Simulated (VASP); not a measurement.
# F2SiClBr in VASP: further runs

Aim: see how the results for F2SiClBr move with the level of theory and the settings. Levels: PBE, PBE+TS. Tasks: single point, relaxation of the atoms, atomic charges.

All numbers are computed with VASP 6.6.1; they aren't measurements. Logs are shortened: lines on timing, memory, paths and dates and some standing lists are left out, and cuts for length are marked.

**1. The structure**

The cell holds a molecule in a box, 5 atoms: a = 12.000 Å, b = 12.000 Å, c = 12.000 Å, α = 90.00°, β = 90.00°, γ = 90.00°.

**2. Single point, PBE (atoms moved at random, drawn with an rms of 0.05 Å)**

INCAR reads:

```
  ALGO = Fast
  EDIFF = 1E-6
  ENCUT = 520
  GGA = PE
  ISIF = 2
  ISMEAR = 0
  LASPH = T
  LCHARG = F
  LREAL = F
  LWAVE = F
  NBANDS = 24
  NELM = 60
  PREC = Accurate
  SIGMA = 0.01
```

KPOINTS reads:

```
k-points
0
Gamma
  1 1 1
```

POSCAR reads:

```
SiBrClF2
1.0
   12.0000000000      0.0000000000      0.0000000000
    0.0000000000     12.0000000000      0.0000000000
    0.0000000000      0.0000000000     12.0000000000
F Si Cl Br
2 1 1 1
Direct
    0.6090020000      0.3812240000      0.5099380000
    0.4379220000      0.4524580000      0.6177880000
    0.4997890000      0.4530650000      0.5038170000
    0.3960760000      0.3913730000      0.3877980000
    0.5495570000      0.6228470000      0.4634680000
```

Potentials or basis: VASP PAW PBE potentials, release 64 (F, Si, Cl, Br).

Run with:

```sh
cat potpaw_PBE.64/F/POTCAR potpaw_PBE.64/Si/POTCAR potpaw_PBE.64/Cl/POTCAR potpaw_PBE.64/Br/POTCAR > POTCAR
mpirun -np 1 vasp_gam > vasp.out
```

OUTCAR:

```text
EDIFF = 1E-6
   ENCUT = 520
   GGA = PE
   ISIF = 2
   ISMEAR = 0
   LASPH = T
   LREAL = F
   NELM = 60
   PREC = Accurate

 ion  position               nearest neighbor table
   1  0.609  0.381  0.510-   3 1.57
   2  0.438  0.452  0.618-   3 1.56
   3  0.500  0.453  0.504-   2 1.56   1 1.57   4 2.01   5 2.18
   4  0.396  0.391  0.388-   3 2.01
   5  0.550  0.623  0.463-   3 2.18

  LATTYP: Found a simple cubic cell.
 ALAT       =    12.0000000000

  Lattice vectors:

 A1 = (  12.0000000000,   0.0000000000,   0.0000000000)
 A2 = (   0.0000000000,  12.0000000000,   0.0000000000)
 A3 = (   0.0000000000,   0.0000000000,  12.0000000000)

Analysis of symmetry for initial positions (statically):
=====================================================================
 Subroutine PRICEL returns:
 Original cell was already a primitive cell.

 Routine SETGRP: Setting up the symmetry group for a
 simple cubic supercell.

 Subroutine GETGRP returns: Found  1 space group operations
 (whereof  1 operations were pure point group operations)
 out of a pool of 48 trial point group operations.

The static configuration has the point symmetry C_1 .

Analysis of symmetry for dynamics (positions and initial velocities):
=====================================================================
 Subroutine PRICEL returns:
 Original cell was already a primitive cell.

 Routine SETGRP: Setting up the symmetry group for a
 simple cubic supercell.

 Subroutine GETGRP returns: Found  1 space group operations
 (whereof  1 operations were pure point group operations)
 out of a pool of 48 trial point group operations.

The dynamic configuration has the point symmetry C_1 .

 Subroutine INISYM returns: Found  1 space group operations
 (whereof  1 operations are pure point group operations),
 and found     1 'primitive' translations

----------------------------------------------------------------------------------------

                                     Primitive cell

  volume of cell :    1728.0000

  direct lattice vectors                    reciprocal lattice vectors
    12.000000000  0.000000000  0.000000000     0.083333333  0.000000000  0.000000000
     0.000000000 12.000000000  0.000000000     0.000000000  0.083333333  0.000000000
     0.000000000  0.000000000 12.000000000     0.000000000  0.000000000  0.083333333

  length of vectors
    12.000000000 12.000000000 12.000000000     0.083333333  0.083333333  0.083333333

  position of ions in fractional coordinates (direct lattice)
     0.609002000  0.381224000  0.509938000
     0.437922000  0.452458000  0.617788000
     0.499789000  0.453065000  0.503817000
     0.396076000  0.391373000  0.387798000
     0.549557000  0.622847000  0.463468000

  ion indices of the primitive-cell ions
   primitive index   ion index
                 1           1
                 2           2
                 3           3
                 4           4
                 5           5

----------------------------------------------------------------------------------------

 KPOINTS: k-points

Automatic generation of k-mesh.
 Grid dimensions read from file:
 generate k-points for:    1    1    1

 Generating k-lattice:

  Cartesian coordinates                     Fractional coordinates (reciprocal lattice)
     0.083333333  0.000000000  0.000000000     1.000000000  0.000000000  0.000000000
     0.000000000  0.083333333  0.000000000     0.000000000  1.000000000  0.000000000
     0.000000000  0.000000000  0.083333333     0.000000000  0.000000000  1.000000000

  Length of vectors
     0.083333333  0.083333333  0.083333333

  Shift w.r.t. Gamma in fractional coordinates (k-lattice)
     0.000000000  0.000000000  0.000000000

 Subroutine IBZKPT returns following result:
 ===========================================

 Found      1 irreducible k-points:

 Following reciprocal coordinates:
            Coordinates               Weight
  0.000000  0.000000  0.000000      1.000000
   k-points           NKPTS =      1   k-points in BZ     NKDIM =      1   number of bands    NBANDS=     24
   number of dos      NEDOS =    301   number of ions     NIONS =      5
   total plane-waves  NPLWV = 729000
   dimension x,y,z NGX =    90 NGY =   90 NGZ =   90
   dimension x,y,z NGXF=   180 NGYF=  180 NGZF=  180
   ions per type =               2   1   1   1
   NGX,Y,Z   is equivalent  to a cutoff of  12.47, 12.47, 12.47 a.u.
   NGXF,Y,Z  is equivalent  to a cutoff of  24.94, 24.94, 24.94 a.u.
 SYSTEM =  unknown system
   PREC   = accura    normal or accurate (medium, high low for compatibility)
   ISTART =      0    job   : 0-new  1-cont  2-samecut
   ICHARG =      2    charge: 1-file 2-atom 10-const
   ISPIN  =      1    spin polarized calculation?
   LNONCOLLINEAR =      F non collinear calculations
   LSORBIT =      F    spin-orbit coupling
   LASPH  =      T    aspherical Exc in radial PAW
   ENCUT  =  520.0 eV  38.22 Ry    6.18 a.u.  22.31 22.31 22.31*2*pi/ulx,y,z
   NELM   =     60;   NELMIN=  2; NELMDL= -5     # of ELM steps
   EDIFF  = 0.1E-05   stopping-criterion for ELM
   LREAL  =      F    real-space projection
   EDIFFG = 0.1E-04   stopping-criterion for IOM
   NSW    =      0    number of steps for IOM
   IBRION =     -1    ionic relax: 0-MD 1-quasi-New 2-CG
   NFREE  =      0    steps in history (QN), initial steepest desc. (CG)
   ISIF   =      2    stress and relaxation
   ISYM   =      2    0-nonsym 1-usesym 2-fastsym
   POTIM  = 0.5000    time-step for ionic-motion
   TEBEG  =    0.0;   TEEND  =   0.0 temperature during run
   PSTRESS=    0.0 pullay stress
   NELECT =      32.0000    total number of electrons
   NUPDOWN=      -1.0000    fix difference up-down
   EMIN   =  10.00;   EMAX   =-10.00  energy-range for DOS
   EFERMI =   0.00;   METHOD = LEGACY
   ISMEAR =     0;   SIGMA  =   0.01  broadening in eV -4-tet -1-fermi 0-gaus
   EFERMI_NEDOS =   21; number of points for ismear=-14 and -15
   IALGO  =     68    algorithm
   IMIX   =      4    mixing-type and parameters
     AMIX     =   0.40;   BMIX     =  1.00
     AMIX_MAG =   1.60;   BMIX_MAG =  1.00
  volume/ion in A,a.u.               =     345.60      2332.22
  Fermi-wavevector in a.u.,A,eV,Ry     =   0.433122  0.818482  2.552380  0.187595
  Thomas-Fermi vector in A             =   1.403327
   LORBIT       =      0    0 simple, 1 ext, 2 COOP (PROOUT), +10 PAW based schemes
   GGA     = PE    functional components
   LHFCALC =     F    Hartree Fock is set to
   AEXX    =    0.0000 exact exchange contribution
   IVDW    =     0    specifies the selected vdW correction
   LEPSILON=     F    determine dielectric tensor
   LRPA    =     F    only Hartree local field effects (RPA)
 non-spin polarized calculation
 RMM-DIIS sequential band-by-band and
 Gauss-broadening in eV      SIGMA  =   0.01
  energy-cutoff  :      520.00
  volume of cell :     1728.00
 maximum number of plane-waves:     23293
 NGX is ok and might be reduce to    90
   NGX = 45   NGY = 45   NGZ = 45

 number of electron      32.0000009 magnetization

 Free energy of the ion-electron system (eV)
  ---------------------------------------------------
  ext. energy  EPLUGINS =         0.00000000
  ---------------------------------------------------
  free energy    TOTEN  =       -22.78796336 eV

  energy without entropy =      -22.78796336  energy(sigma->0) =      -22.78796336

 E-fermi :  -7.4036     XC(G=0):  -0.9197

 val. band max:       -7.4742397206   @ k =   0.0000   0.0000   0.0000
 cond. band min:      -1.1735435880   @ k =   0.0000   0.0000   0.0000
 fundamental gap:      6.3006961326
 Fermi energy:        -7.4035930051

 k-point     1 :       0.0000    0.0000    0.0000
  band No.  band energies     occupation
      1     -30.8049      2.00000
      2     -30.2945      2.00000
      3     -21.3225      2.00000
      4     -20.3507      2.00000
      5     -14.1686      2.00000
      6     -12.5004      2.00000
[... 16 lines left out ...]
     23       0.9811      0.00000
     24       1.0084      0.00000

------------------------ aborting loop because EDIFF is reached ----------------------------------------

  FORCE on cell =-STRESS in cart. coord.  units (eV):
  Direction    XX          YY          ZZ          XY          YZ          ZX
  --------------------------------------------------------------------------------------
  -------------------------------------------------------------------------------------
  Total        1.3367826      1.1525650      2.0411599     -0.3208362     -0.0589322     -0.5123705
  in kB        1.2394460      1.0686421      1.8925348     -0.2974748     -0.0546411     -0.4750628
  external PRESSURE =       1.4002076 kB  Pullay stress =       0.0000000 kB

 VOLUME and BASIS-vectors are now :
 -----------------------------------------------------------------------------
  energy-cutoff  :      520.00
  volume of cell :     1728.00
      direct lattice vectors                 reciprocal lattice vectors
    12.000000000  0.000000000  0.000000000     0.083333333  0.000000000  0.000000000
     0.000000000 12.000000000  0.000000000     0.000000000  0.083333333  0.000000000
     0.000000000  0.000000000 12.000000000     0.000000000  0.000000000  0.083333333

 POSITION                                       TOTAL-FORCE (eV/Angst)
 -----------------------------------------------------------------------------------
      7.30802      4.57469      6.11926         0.625808     -0.639073      0.175061
      5.25506      5.42950      7.41346        -0.543389     -0.125680      1.337469
      5.99747      5.43678      6.04580         0.014063      0.703678     -1.277548
      4.75291      4.69648      4.65358        -0.148428     -0.208698     -0.209848
      6.59468      7.47416      5.56162         0.051946      0.269773     -0.025135
 -----------------------------------------------------------------------------------
    total drift:                               -0.002818     -0.000409     -0.000763

  FREE ENERGIE OF THE ION-ELECTRON SYSTEM (eV)
  ---------------------------------------------------
  free  energy   TOTEN  =       -22.7879633642 eV

  energy  without entropy=      -22.7879633642  energy(sigma->0) =      -22.78796336
```

Run time: 71 s. Hardware: 1 thread of Intel Xeon 6975P-C (Granite Rapids), shared host; peak memory 1.4 GiB.

What came out:

- Free energy: -22.7880 eV
- Largest force: 1.459 eV/Å
- Gap between the frontier levels: 6.30 eV

Forces in eV/Å, atoms in the order of the input:
```
F    0.626 -0.639  0.175
F   -0.543 -0.126  1.337
Si   0.014  0.704 -1.278
Cl  -0.148 -0.209 -0.210
Br   0.052  0.270 -0.025
```

Levels at points of the mesh, in eV from the valence-band top:
```csv
k point,band 13,band 14,band 15,band 16,band 17,band 18,band 19,band 20
"(0.00, 0.00, 0.00)",-1.12,-0.97,-0.10,0.00,6.30,7.39,7.79,7.88
```

**3. Relaxation of the atoms, PBE (atoms moved at random, drawn with an rms of 0.02 Å)**

INCAR reads:

```
ALGO = Normal ; EDIFF = 1E-7
EDIFFG = -0.01 ; ENCUT = 520
GGA = PE ; IBRION = 2
ISIF = 2 ; ISMEAR = 0
LASPH = T ; LCHARG = F
LREAL = F ; LWAVE = F
NELM = 100 ; NSW = 60
PREC = Accurate ; SIGMA = 0.01
```

KPOINTS is that of step 2.

POSCAR reads:

```
SiBrClF2
1.0
   12.0000000000      0.0000000000      0.0000000000
    0.0000000000     12.0000000000      0.0000000000
    0.0000000000      0.0000000000     12.0000000000
F Si Cl Br
2 1 1 1
Direct
    0.6051170000      0.3778710000      0.5089130000
    0.4423490000      0.4512600000      0.6178690000
    0.5003290000      0.4545590000      0.5023690000
    0.3969320000      0.3901000000      0.3858480000
    0.5485760000      0.6270530000      0.4651710000
```

Potentials or basis: VASP PAW PBE potentials, release 64 (F, Si, Cl, Br).

Run with:

```sh
cat potpaw_PBE.64/F/POTCAR potpaw_PBE.64/Si/POTCAR potpaw_PBE.64/Cl/POTCAR potpaw_PBE.64/Br/POTCAR > POTCAR
mpirun -np 1 vasp_gam > vasp.out
```

OUTCAR:

```text
EDIFF = 1E-7
   EDIFFG = -0.01
   ENCUT = 520
   GGA = PE
   IBRION = 2
   ISIF = 2
   ISMEAR = 0
   LASPH = T
   LREAL = F
   NELM = 100
   NSW = 60
   PREC = Accurate

 ion  position               nearest neighbor table
   1  0.605  0.378  0.509-   3 1.56
   2  0.442  0.451  0.618-   3 1.55
   3  0.500  0.455  0.502-   2 1.55   1 1.56   4 2.02   5 2.20
   4  0.397  0.390  0.386-   3 2.02
   5  0.549  0.627  0.465-   3 2.20

  LATTYP: Found a simple cubic cell.
 ALAT       =    12.0000000000

  Lattice vectors:

 A1 = (  12.0000000000,   0.0000000000,   0.0000000000)
 A2 = (   0.0000000000,  12.0000000000,   0.0000000000)
 A3 = (   0.0000000000,   0.0000000000,  12.0000000000)

Analysis of symmetry for initial positions (statically):
=====================================================================
 Subroutine PRICEL returns:
[... 271 lines left out ...]
[... ionic steps 4 to 16 ...]

--------------------------------------- Ionic step       17  -------------------------------------------

 number of electron      32.0000003 magnetization

------------------------ aborting loop because EDIFF is reached ----------------------------------------
[... 73 lines left out ...]
--------------------------------------- Ionic step       19  -------------------------------------------

 number of electron      32.0000004 magnetization

 Free energy of the ion-electron system (eV)
  ---------------------------------------------------
  ext. energy  EPLUGINS =         0.00000000
  ---------------------------------------------------
  free energy    TOTEN  =       -22.84238569 eV

  energy without entropy =      -22.84238569  energy(sigma->0) =      -22.84238569

 E-fermi :  -7.5260     XC(G=0):  -0.9217

 val. band max:       -7.5929745040   @ k =   0.0000   0.0000   0.0000
 cond. band min:      -1.4381476878   @ k =   0.0000   0.0000   0.0000
 fundamental gap:      6.1548268163
 Fermi energy:        -7.5259827356

 k-point     1 :       0.0000    0.0000    0.0000
  band No.  band energies     occupation
      1     -30.4633      2.00000
      2     -29.9786      2.00000
      3     -21.3395      2.00000
      4     -20.4653      2.00000
      5     -14.0713      2.00000
      6     -12.2764      2.00000
[... 44 lines left out ...]
  FREE ENERGIE OF THE ION-ELECTRON SYSTEM (eV)
  ---------------------------------------------------
  free  energy   TOTEN  =       -22.8423856885 eV

  energy  without entropy=      -22.8423856885  energy(sigma->0) =      -22.84238569

 reached required accuracy - stopping structural energy minimisation
```

Wall time 13 min (1 thread of Intel Xeon 6975P-C (Granite Rapids), shared host); peak memory 1.3 GiB.

Results:

```yaml
Free_energy: -22.8424 eV
Energy_gained_by_relaxing: 12.1 meV/atom
Ionic_steps: 19
Largest_force_after_relaxing: 0.006 eV/Å
Gap_between_the_frontier_levels: 6.15 eV
```

Forces on the atoms (eV/Å):
```
F   -0.003  0.000  0.001
F    0.000 -0.001  0.005
Si   0.004  0.000 -0.005
Cl  -0.002 -0.001 -0.001
Br   0.000  0.002  0.000
```

The path:
```csv
step,energy change (eV),largest force (eV/Å),pressure (GPa)
1,0.0000,1.7249,0.13
2,0.1661,3.5588,-0.15
3,-0.0547,0.2400,0.02
4,-0.0547,0.2300,0.02
5,-0.0581,0.1912,-0.01
6,-0.0581,0.1908,-0.01
7,-0.0587,0.2304,-0.03
8,-0.0591,0.0879,-0.02
9,-0.0599,0.0751,-0.02
10,-0.0600,0.0916,-0.01
11,-0.0604,0.0325,-0.01
12,-0.0604,0.0324,-0.01
13,-0.0604,0.0327,-0.01
14,-0.0604,0.0461,-0.01
15,-0.0605,0.0392,-0.01
16,-0.0606,0.0193,-0.01
17,-0.0606,0.0309,-0.01
18,-0.0606,0.0137,-0.01
19,-0.0606,0.0063,-0.01
```

Final structure:
```cif
data_structure
_symmetry_space_group_name_H-M 'P 1'
_symmetry_Int_Tables_number 1
_cell_length_a 12.0000
_cell_length_b 12.0000
_cell_length_c 12.0000
_cell_angle_alpha 90.000
_cell_angle_beta 90.000
_cell_angle_gamma 90.000
_cell_volume 1728.00
loop_
_atom_site_label
_atom_site_type_symbol
_atom_site_fract_x
_atom_site_fract_y
_atom_site_fract_z
_atom_site_occupancy
F1 F 0.60837 0.37826 0.50893 1
F2 F 0.44016 0.45076 0.62013 1
Si1 Si 0.49986 0.45474 0.50142 1
Cl1 Cl 0.39576 0.39107 0.38543 1
Br1 Br 0.54915 0.62602 0.46425 1
```

**4. Atomic charges, PBE+TS**

INCAR reads:

```
SYSTEM = SiBrClF2
PREC = Accurate
ENCUT = 520
EDIFF = 1E-6
ISMEAR = 0
SIGMA = 0.01
LREAL = .FALSE.
LASPH = .TRUE.
NELM = 100
ALGO = Normal
ISIF = 2
LWAVE = .FALSE.
LCHARG = .FALSE.
GGA = PE
IVDW = 2
LORBIT = 11
```

KPOINTS reads:

```
regular mesh
0
G
  1 1 1
  0 0 0
```

POSCAR reads:

```
SiBrClF2
1.0
   12.0000000000      0.0000000000      0.0000000000
    0.0000000000     12.0000000000      0.0000000000
    0.0000000000      0.0000000000     12.0000000000
F Si Cl Br
2 1 1 1
Direct
    0.6064125000      0.3790625000      0.5093416700
    0.4409708300      0.4519458300      0.6188416700
    0.4997208300      0.4546625000      0.5018083300
    0.3957541700      0.3914125000      0.3868250000
    0.5489875000      0.6244375000      0.4632333300
```

Run with:

```sh
cat potpaw_PBE.64/F/POTCAR potpaw_PBE.64/Si/POTCAR potpaw_PBE.64/Cl/POTCAR potpaw_PBE.64/Br/POTCAR > POTCAR
mpirun -np 1 vasp_gam > vasp.out
```

It took 79 s on 1 thread of Intel Xeon 6975P-C (Granite Rapids), shared host; peak memory 1.3 GiB.

Results (log left out):

```yaml
Free_energy: -22.8405 eV
Largest_force: 0.895 eV/Å
Gap_between_the_frontier_levels: 6.32 eV
Valence_electrons_inside_the_program's_atomic_spheres: F 6.15; Si 1.58; Cl 5.16; Br 4.91
Hirshfeld_charges: F -0.16; Si +0.42; Cl -0.06; Br -0.04 e
Dispersion_energy_per_atom: -0.004 eV
```

Forces on the atoms (eV/Å):
```
F    0.727 -0.520  0.051
F   -0.399 -0.022  0.798
Si  -0.221  0.375 -0.579
Cl  -0.197 -0.132 -0.210
Br   0.091  0.298 -0.060
```

Levels at points of the mesh, in eV from the valence-band top:
```csv
k point,band 13,band 14,band 15,band 16,band 17,band 18,band 19,band 20
"(0.00, 0.00, 0.00)",-1.06,-0.90,-0.11,0.00,6.32,7.47,7.72,8.03
```

PBE gaps usually lie below the measured ones, often by a third to a half.

**5. For comparison**

An earlier run on the cell as given: functional PBE; potentials or basis VASP PAW PBE potentials, release 64 (F, Si, Cl, Br); cutoff 520 eV; k mesh 1 × 1 × 1; occupations gaussian, width 0.01 eV; no spin polarisation.

- Largest force: 0.878 eV/Å
- Gap between the frontier levels: 6.32 eV

**6. Summary**

```tsv
task	level	cell	gap on the mesh (eV)	largest force (eV/Å)
single point	PBE	atoms moved at random, drawn with an rms of 0.05 Å	6.30	1.46
relaxation of the atoms	PBE	atoms relaxed from: atoms moved at random, drawn with an rms of 0.02 Å	6.15	0.01
atomic charges	PBE+TS	as given	6.32	0.90
single point	PBE	as given	6.32	0.88
```

Alike in all rows: potentials or basis VASP PAW PBE potentials, release 64 (F, Si, Cl, Br); no spin polarisation; k mesh 1 × 1 × 1; cutoff (eV) 520; smearing gaussian 0.01 eV.

Absolute energies hang on the potentials; compare differences alone.
